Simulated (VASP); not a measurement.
## SiC with PBE: from relaxation to properties

What structure does SiC take at this level, and what are its properties? The steps: full relaxation (PBE), second relaxation, density, ELF and potential (PBE), band structure (PBE), total and projected DOS (PBE), electric field gradients (PBE), volume scan with PBE, fit for PBE and bands along the symmetry lines (PBE) with a changed input. The start is a cell from a database of measured crystal structures.

Main program and level: VASP 6.6.1; PBE; plane waves and PAW (Si, C).

## (1) Set-up

Before any relaxation, the start is as follows. It takes space group P6_3mc (No. 186, hexagonal). The conventional cell has a = 3.079 Å, b = 3.079 Å, c = 20.146 Å, α = 90.00°, β = 90.00°, γ = 120.00°. Nearest to Si lie 4 C at 1.88 to 1.89 Å. Nearest to C lie 4 Si at 1.88 to 1.89 Å. Nearest to C lie 4 Si at 1.88 to 1.89 Å. Farther neighbours are not listed.

Coordinates:

```cif
data_structure
_symmetry_space_group_name_H-M 'P6_3mc'
_symmetry_Int_Tables_number 186
_cell_length_a 3.0790
_cell_length_b 3.0790
_cell_length_c 20.1460
_cell_angle_alpha 90.000
_cell_angle_beta 90.000
_cell_angle_gamma 120.000
_cell_volume 165.40
loop_
_atom_site_label
_atom_site_type_symbol
_atom_site_symmetry_multiplicity
_atom_site_Wyckoff_symbol
_atom_site_fract_x
_atom_site_fract_y
_atom_site_fract_z
_atom_site_occupancy
Si1 Si 2 b 0.33333 0.66667 0.25000 1
Si2 Si 2 b 0.33333 0.66667 0.62500 1
Si3 Si 2 a 0.00000 0.00000 0.00000 1
Si4 Si 2 b 0.33333 0.66667 0.87500 1
C1 C 2 b 0.33333 0.66667 0.96900 1
C2 C 2 a 0.00000 0.00000 0.09400 1
C3 C 2 b 0.33333 0.66667 0.34400 1
C4 C 2 b 0.33333 0.66667 0.71900 1
```

## (2) Full relaxation (PBE)

The start need not lie at this functional's minimum. ISIF = 3 frees volume, shape and positions, and EDIFFG sets the threshold on forces and stress at which the search stops. PBE, the usual starting point, adds the gradient of the density.

File INCAR:

```
SYSTEM = SiC
PREC = Accurate
ENCUT = 520
EDIFF = 1E-06
NELM = 100
ISMEAR = 0
SIGMA = 0.05
LREAL = .FALSE.
ALGO = Normal
GGA = PE
NBANDS = 48
LORBIT = 11
LWAVE = .FALSE.
LCHARG = .FALSE.
KPAR = 8
IBRION = 2
NSW = 60
ISIF = 3
EDIFFG = -0.01
```

File POSCAR:

```
SiC
1.0
    3.0790000000      0.0000000000      0.0000000000
   -1.5395000000      2.6664922183      0.0000000000
    0.0000000000      0.0000000000     20.1460000000
Si C
8 8
Direct
    0.3333333333      0.6666666667      0.2500000000
    0.6666666667      0.3333333333      0.7500000000
    0.3333333333      0.6666666667      0.6250000000
    0.6666666667      0.3333333333      0.1250000000
    0.0000000000      0.0000000000      0.0000000000
    0.0000000000      0.0000000000      0.5000000000
    0.3333333333      0.6666666667      0.8750000000
    0.6666666667      0.3333333333      0.3750000000
    0.3333333333      0.6666666667      0.9690000000
    0.6666666667      0.3333333333      0.4690000000
    0.0000000000      0.0000000000      0.0940000000
    0.0000000000      0.0000000000      0.5940000000
    0.3333333333      0.6666666667      0.3440000000
    0.6666666667      0.3333333333      0.8440000000
    0.3333333333      0.6666666667      0.7190000000
    0.6666666667      0.3333333333      0.2190000000
```

File KPOINTS:

```
Automatic mesh
0
Gamma
8 8 2
0 0 0
```

PAW data sets: Si and C (PBE family, release 64).

Started as:

```sh
> mpirun -np 8 vasp_std
```

Output:

```text
[banner, memory and clock lines left out]
running    8 mpi-ranks, on    1 nodes
 distrk:  each k-point on    1 cores,    8 groups
 distr:  one band on    1 cores,    1 groups

 POSCAR found type information on POSCAR SiC
 POSCAR found :  2 types and      16 ions
|                                                                             |
|           W    W    AA    RRRRR   N    N  II  N    N   GGGG   !!!           |
|           W    W   A  A   R    R  NN   N  II  NN   N  G    G  !!!           |
|           W    W  A    A  R    R  N N  N  II  N N  N  G       !!!           |
|           W WW W  AAAAAA  RRRRR   N  N N  II  N  N N  G  GGG   !            |
|           WW  WW  A    A  R   R   N   NN  II  N   NN  G    G                |
|           W    W  A    A  R    R  N    N  II  N    N   GGGG   !!!           |
|                                                                             |
|     For optimal performance we recommend to set                             |
|       NCORE = 2 up to number-of-cores-per-socket                            |
|     NCORE specifies how many cores store one orbital (NPAR=cpu/NCORE).      |
|     This setting can greatly improve the performance of VASP for DFT.       |
|     The default, NCORE=1 might be grossly inefficient on modern             |
|     multi-core architectures or massively parallel machines. Do your        |
|     Unfortunately you need to use the default for GW and RPA                |
|     calculations (for HF NCORE is supported but not extensively tested      |
|     yet).                                                                   |
|                                                                             |

 LDA part: xc-table for (Slater+PW92), standard interpolation
 POSCAR, INCAR and KPOINTS ok, starting setup
 FFT: planning ... GRIDC
 FFT: planning ... GRID_SOFT
 FFT: planning ... GRID
 WAVECAR not read
 entering main loop
       N       E                     dE             d eps       ncg     rms          rms(c)
DAV:   1     0.168063735708E+03    0.16806E+03   -0.28855E+04  1920   0.119E+03
DAV:   2    -0.118385086338E+03   -0.28645E+03   -0.26920E+03  2504   0.213E+02
DAV:   3    -0.135054765455E+03   -0.16670E+02   -0.16547E+02  2488   0.483E+01
DAV:   4    -0.135315675503E+03   -0.26091E+00   -0.26033E+00  2456   0.690E+00
DAV:   5    -0.135321309133E+03   -0.56336E-02   -0.56297E-02  2416   0.964E-01    0.249E+01
DAV:   6    -0.120855523040E+03    0.14466E+02   -0.42525E+01  2392   0.209E+01    0.112E+01
DAV:   7    -0.120527712257E+03    0.32781E+00   -0.44215E+00  2528   0.691E+00    0.475E+00
DAV:   8    -0.120467998689E+03    0.59714E-01   -0.28517E-01  2328   0.184E+00    0.152E+00
DAV:   9    -0.120461367193E+03    0.66315E-02   -0.41051E-02  2392   0.810E-01    0.206E-01
DAV:  10    -0.120462274232E+03   -0.90704E-03   -0.31311E-03  2456   0.209E-01    0.110E-01
DAV:  11    -0.120462479706E+03   -0.20547E-03   -0.41137E-04  2288   0.974E-02    0.229E-02
DAV:  12    -0.120462481251E+03   -0.15443E-05   -0.17589E-05  2464   0.167E-02    0.104E-02
DAV:  13    -0.120462483263E+03   -0.20126E-05   -0.20693E-06  1736   0.615E-03    0.254E-03
DAV:  14    -0.120462483934E+03   -0.67052E-06   -0.29596E-07  1472   0.240E-03
   1 F= -.12046248E+03 E0= -.12046248E+03  d E =-.120462E+03
 curvature:   0.00 expect dE= 0.000E+00 dE for cont linesearch  0.000E+00
 trial: gam= 0.00000 g(F)=  0.594E-02 g(S)=  0.110E+00 ort = 0.000E+00 (trialstep = 0.100E+01)
 search vector abs. value=  0.116E+00
 bond charge predicted
       N       E                     dE             d eps       ncg     rms          rms(c)
DAV:   1    -0.120503694855E+03   -0.41212E-01   -0.23017E+00  2136   0.681E+00    0.158E+00
DAV:   2    -0.120471315877E+03    0.32379E-01   -0.81195E-02  2352   0.110E+00    0.810E-01
DAV:   3    -0.120462041110E+03    0.92748E-02   -0.28937E-02  2256   0.579E-01    0.163E-01
DAV:   4    -0.120461058482E+03    0.98263E-03   -0.27477E-03  2400   0.185E-01    0.772E-02
DAV:   5    -0.120460854317E+03    0.20416E-03   -0.27567E-04  2264   0.591E-02    0.617E-02
DAV:   6    -0.120460852178E+03    0.21388E-05   -0.12048E-05  2504   0.136E-02    0.420E-02
DAV:   7    -0.120460824363E+03    0.27815E-04   -0.17821E-05  2224   0.154E-02    0.637E-03
DAV:   8    -0.120460824618E+03   -0.25513E-06   -0.28684E-06  1744   0.598E-03
   2 F= -.12046082E+03 E0= -.12046082E+03  d E =0.165932E-02
[...]
3 F= -.12049045E+03 E0= -.12049045E+03  d E =-.279672E-01
[...]
4 F= -.12049063E+03 E0= -.12049063E+03  d E =-.174154E-03
[...]
5 F= -.12049063E+03 E0= -.12049063E+03  d E =-.178960E-03
 curvature:  -0.39 expect dE=-0.540E-04 dE for cont linesearch -0.665E-07
 trial: gam= 0.31732 g(F)=  0.101E-03 g(S)=  0.380E-04 ort =-0.897E-05 (trialstep = 0.873E+00)
 search vector abs. value=  0.181E-03
 bond charge predicted
       N       E                     dE             d eps       ncg     rms          rms(c)
DAV:   1    -0.120490687487E+03   -0.56581E-04   -0.10432E-02  1984   0.459E-01    0.313E-02
DAV:   2    -0.120490693528E+03   -0.60418E-05   -0.21482E-04  2488   0.605E-02    0.148E-02
DAV:   3    -0.120490688238E+03    0.52905E-05   -0.75906E-06  2488   0.167E-02    0.758E-03
DAV:   4    -0.120490687924E+03    0.31355E-06   -0.10401E-05  2456   0.133E-02    0.321E-03
DAV:   5    -0.120490687921E+03    0.36707E-08   -0.97129E-07  1392   0.462E-03
   6 F= -.12049069E+03 E0= -.12049069E+03  d E =-.578614E-04
 trial-energy change:   -0.000058  1 .order   -0.000057   -0.000119    0.000005
 step:   0.8355(harm=  0.8355)  dis= 0.00090  next Energy=  -120.490687 (dE=-0.571E-04)
 reached required accuracy - stopping structural energy minimisation
```

It took 75 s on 8 MPI ranks of AMD EPYC 9R14 (Zen 4), shared host; peak memory 3 GiB; 8.9 min of CPU time.

The logs omit lines about the potential files and the build; timing stands in the text.

OUTCAR, selected parts (step 2):

```text
ion  position               nearest neighbor table
   1  0.333  0.667  0.250-  16 1.88  16 1.88  16 1.88  13 1.89   8 3.08   4 3.08   4 3.08   8 3.08
                             8 3.08   4 3.08
   2  0.667  0.333  0.750-  15 1.88  15 1.88  15 1.88  14 1.89   3 3.08   7 3.08   7 3.08   3 3.08
                             7 3.08   3 3.08
   3  0.333  0.667  0.625-  12 1.88  12 1.88  12 1.88  15 1.89   6 3.08   2 3.08   2 3.08   6 3.08
                             6 3.08   2 3.08
   4  0.667  0.333  0.125-  11 1.88  11 1.88  11 1.88  16 1.89   5 3.08   1 3.08   1 3.08   5 3.08
                             5 3.08   1 3.08
   5  0.000  0.000  0.000-   9 1.88   9 1.88   9 1.88  11 1.89   7 3.08   4 3.08   7 3.08   4 3.08
                             7 3.08   4 3.08
   6  0.000  0.000  0.500-  10 1.88  10 1.88  10 1.88  12 1.89   8 3.08   3 3.08   8 3.08   3 3.08
                             3 3.08   8 3.08
   7  0.333  0.667  0.875-  14 1.88  14 1.88  14 1.88   9 1.89   2 3.08   5 3.08   2 3.08   5 3.08
                             5 3.08   2 3.08
   8  0.667  0.333  0.375-  13 1.88  13 1.88  13 1.88  10 1.89   6 3.08   1 3.08   1 3.08   6 3.08
                             6 3.08   1 3.08
   9  0.333  0.667  0.969-   5 1.88   5 1.88   5 1.88   7 1.89
  10  0.667  0.333  0.469-   6 1.88   6 1.88   6 1.88   8 1.89
  11  0.000  0.000  0.094-   4 1.88   4 1.88   4 1.88   5 1.89
  12  0.000  0.000  0.594-   3 1.88   3 1.88   3 1.88   6 1.89
  13  0.333  0.667  0.344-   8 1.88   8 1.88   8 1.88   1 1.89
  14  0.667  0.333  0.844-   7 1.88   7 1.88   7 1.88   2 1.89
  15  0.333  0.667  0.719-   2 1.88   2 1.88   2 1.88   3 1.89
  16  0.667  0.333  0.219-   1 1.88   1 1.88   1 1.88   4 1.89

  LATTYP: Found a hexagonal cell.
 ALAT       =     3.0790000000
 C/A-ratio  =     6.5430334524

 Subroutine GETGRP returns: Found 12 space group operations
 (whereof  6 operations were pure point group operations)

The static configuration has the point symmetry C_3v.
 The point group associated with its full space group is C_6v.

 Found     20 irreducible k-points:

   k-points           NKPTS =     20   k-points in BZ     NKDIM =     20   number of bands    NBANDS=     48

   dimension x,y,z NGX =    24 NGY =   24 NGZ =  150
   dimension x,y,z NGXF=    48 NGYF=   48 NGZF=  300

   ENCUT  =  520.0 eV  38.22 Ry    6.18 a.u.   5.72  5.72 37.46*2*pi/ulx,y,z

   NELECT =      64.0000    total number of electrons

 k-points in reciprocal lattice and weights: Automatic mesh
   0.00000000  0.00000000  0.00000000       0.008
   0.12500000  0.00000000  0.00000000       0.047
   0.25000000  0.00000000  0.00000000       0.047
   0.37500000  0.00000000  0.00000000       0.047
   0.50000000  0.00000000  0.00000000       0.023
   0.12500000  0.12500000  0.00000000       0.047
   0.25000000  0.12500000  0.00000000       0.094
   0.37500000  0.12500000  0.00000000       0.094
   0.25000000  0.25000000  0.00000000       0.047
[...]
0.25000000  0.25000000  0.50000000       0.047
   0.37500000  0.25000000  0.50000000       0.047

 average (electrostatic) potential at core
       1 -80.6209       2 -80.6209       3 -80.5809       4 -80.5809       5 -80.5494
       6 -80.5494       7 -80.5454       8 -80.5454       9 -44.9615      10 -44.9615
      11 -44.9867      12 -44.9867      13 -44.9574      14 -44.9574      15 -45.0433
      16 -45.0433

 E-fermi :   8.2091

 k-point     1 :       0.0000    0.0000    0.0000
  band No.  band energies     occupation
    ...
     28       7.8051      2.00000
     29       7.8051      2.00000
     30       7.9520      2.00000
     31       7.9816      2.00000
     32       7.9816      2.00000
     33      13.0674      0.00000
     34      13.1318      0.00000
     35      13.4579      0.00000
     36      13.7207      0.00000
     37      13.9168      0.00000
    ...

 k-point     2 :       0.1250    0.0000    0.0000
  band No.  band energies     occupation
    ...
     28       7.2001      2.00000
     29       7.5717      2.00000
     30       7.6120      2.00000
     31       7.7896      2.00000
     32       7.8613      2.00000
     33      13.1847      0.00000
     34      13.3345      0.00000
     35      13.4392      0.00000
     36      13.8224      0.00000
     37      13.9020      0.00000
    ...

 k-point     3 :       0.2500    0.0000    0.0000
  band No.  band energies     occupation
    ...
     28       6.7438      2.00000
     29       7.0815      2.00000
     30       7.1133      2.00000
     31       7.3309      2.00000
     32       7.4595      2.00000
     33      11.5955      0.00000
     34      11.7328      0.00000
     35      11.9964      0.00000
     36      12.4155      0.00000
     37      12.9325      0.00000
    ...

  Total        0.0153881      0.0153881     -0.0003952      0.0000000      0.0000000      0.0000000
  in kB        0.1468008      0.1468008     -0.0037703      0.0000000      0.0000000      0.0000000
  external PRESSURE =       0.0966104 kB  Pullay stress =       0.0000000 kB

  energy-cutoff  :      520.00
  volume of cell :      167.95
      direct lattice vectors                 reciprocal lattice vectors
     3.095188340  0.000000000  0.000000000     0.323082117  0.186531547 -0.000000000
    -1.547594170  2.680511732 -0.000000000     0.000000000  0.373063094  0.000000000
     0.000000000  0.000000000 20.242460093    -0.000000000  0.000000000  0.049401110

 POSITION                                       TOTAL-FORCE (eV/Angst)
 -----------------------------------------------------------------------------------
     -0.00000      1.78701      5.06276         0.000000     -0.000000     -0.002506
      1.54759      0.89350     15.18399        -0.000000      0.000000     -0.002506
     -0.00000      1.78701     12.65180         0.000000      0.000000     -0.007863
      1.54759      0.89350      2.53057        -0.000000     -0.000000     -0.007863
     -1.54759      2.68051      0.00196        -0.000000     -0.000000     -0.003175
      0.00000      0.00000     10.12319         0.000000     -0.000000     -0.003175
     -0.00000      1.78701     17.71571        -0.000000     -0.000000     -0.000229
      1.54759      0.89350      7.59448         0.000000     -0.000000     -0.000229
     -0.00000      1.78701     19.61288         0.000000      0.000000      0.009771
      1.54759      0.89350      9.49165        -0.000000     -0.000000      0.009771
     -1.54759      2.68051      1.90021        -0.000000     -0.000000     -0.002731
      0.00000      0.00000     12.02145         0.000000      0.000000     -0.002731
     -0.00000      1.78701      6.96566         0.000000      0.000000     -0.000925
      1.54759      0.89350     17.08689         0.000000     -0.000000     -0.000925
     -0.00000      1.78701     14.54879         0.000000      0.000000      0.007658
      1.54759      0.89350      4.42756         0.000000     -0.000000      0.007658
 -----------------------------------------------------------------------------------
    total drift:                                0.000000      0.000000      0.001672

  FREE ENERGIE OF THE ION-ELECTRON SYSTEM (eV)
  ---------------------------------------------------
  free  energy   TOTEN  =      -120.4906879206 eV

  energy  without entropy=     -120.4906879206  energy(sigma->0) =     -120.49068792

 reached required accuracy - stopping structural energy minimisation

 total charge
# of ion       s       p       d       tot
------------------------------------------
    1        0.706   0.960   0.000   1.666
    2        0.706   0.960   0.000   1.666
    3        0.706   0.961   0.000   1.668
    4        0.706   0.961   0.000   1.668
    5        0.706   0.961   0.000   1.668
    6        0.706   0.961   0.000   1.668
    7        0.707   0.958   0.000   1.665
    8        0.707   0.958   0.000   1.665
    9        0.836   1.695   0.000   2.531
   10        0.836   1.695   0.000   2.531
   11        0.836   1.696   0.000   2.532
   12        0.836   1.696   0.000   2.532
   13        0.836   1.696   0.000   2.532
   14        0.836   1.696   0.000   2.532
   15        0.836   1.694   0.000   2.530
   16        0.836   1.694   0.000   2.530
--------------------------------------------------
tot         12.340  21.244   0.000  33.584

[... 3 further parts left out ...]
```

The gap is read on the k-mesh alone, so it is an upper bound where the band edges lie off the mesh, and a coarse mesh can show a gap where there is none. The run keeps the 12 symmetry operations of its start, so it cannot find a distortion of lower symmetry.

Relaxation path:

| step | energy less that of the first step (eV) | largest force (eV/Å) | pressure (GPa) | volume (Å³) |
| --- | --- | --- | --- | --- |
| 1 | 0.0000 | 0.1568 | 3.35 | 165.40 |
| 2 | 0.0017 | 0.1193 | -3.26 | 170.64 |
| 3 | -0.0280 | 0.0318 | 0.00 | 167.95 |
| 4 | -0.0281 | 0.0251 | -0.03 | 167.98 |
| 5 | -0.0281 | 0.0217 | -0.03 | 167.97 |
| 6 | -0.0282 | 0.0098 | 0.01 | 167.95 |

| conventional cell, symmetrised | before | after | change |
| --- | --- | --- | --- |
| a (Å) | 3.079 | 3.095 | +0.5 % |
| b (Å) | 3.079 | 3.095 | +0.5 % |
| c (Å) | 20.146 | 20.242 | +0.5 % |
| volume (Å³/atom) | 10.34 | 10.50 | +1.5 % |

The relaxed structure:

```
Si C
1.0
     3.09519    0.00000    0.00000
    -1.54759    2.68051    0.00000
     0.00000    0.00000   20.24246
Si C
8 8
Direct
  0.33333 0.66667 0.25011
  0.66667 0.33333 0.75011
  0.33333 0.66667 0.62501
  0.66667 0.33333 0.12501
  0.00000 0.00000 0.00010
  0.00000 0.00000 0.50010
  0.33333 0.66667 0.87518
  0.66667 0.33333 0.37518
  0.33333 0.66667 0.96890
  0.66667 0.33333 0.46890
  0.00000 0.00000 0.09387
  0.00000 0.00000 0.59387
  0.33333 0.66667 0.34411
  0.66667 0.33333 0.84411
  0.33333 0.66667 0.71873
  0.66667 0.33333 0.21873
```

Numbers from this step:

- electrons: 64
- bands: 48
- irreducible k-points: 20
- symmetry operations: 12
- free energy (TOTEN): -120.4907 eV
- Fermi energy: 8.209 eV
- pressure: 0.009661 GPa
- metallic, judged on the points sampled: no
- valence top at k: 0, 0, 0
- conduction bottom at k: 0.5, 0, 0
- least direct gap at k: 0.5, 0, 0
- SCF cycles over all ionic steps: 42
- gap on the k-mesh: 1.775 eV
- least direct gap on the k-mesh: 2.860 eV

It ends with a largest force of 0.010 eV/Å and a pressure of 0.01 GPa. The volume lies +1.5 % from that of the database's start.

(Part 1 of 6 ends here.)

[Lines on the potential files, build, host, timing and source positions are cut from VASP's logs without a mark.]

[Logs are printed without paths, hosts, clocks, repeated set-up lines and the standing remarks that a program may print on its own settings, such as how far it seeks lower states.]

[Hosts, paths, dates, database ids (printed as entryN), source tags and the programs' standing remarks are cut or masked in the printed files.]

[A measured line is paired with the nearest computed mode of its activity, which favours agreement.]

[In band tables of VASP the shares of atoms and orbitals are scaled to a sum of 1 inside the atoms' spheres.]
